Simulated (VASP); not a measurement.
Given:

```yaml
crystal:
  lattice:
    - [1.82528, -3.16148, 0.00000]
    - [1.82528, 3.16148, 0.00000]
    - [0.00000, 0.00000, 5.63167]
  atoms:
    - { symbol: Y, position: [0.33333, 0.66667, 0.25000] }
    - { symbol: Y, position: [0.66667, 0.33333, 0.75000] }
```

All values below come from PW91 GGA, VASP's PBE PAW potentials (set 64) (plane waves; VASP). Settings: 520 eV cut-off, 13×13×7 Γ-centred mesh, tetrahedra with Blöchl corrections, potentials Y_sv.

### Question
Predict the energy per atom (σ→0), band gap (on the k-mesh) with the smallest direct gap where there is one.

### Answer

```yaml
band gap (on the k-mesh): none (metal, semimetal or under 0.01 eV)
energy per atom (σ→0): -6.412 eV/atom
```

The absolute energy has meaning only against runs of the same code, potentials and settings.

The compound is Y in the hcp structure. It was relaxed first.
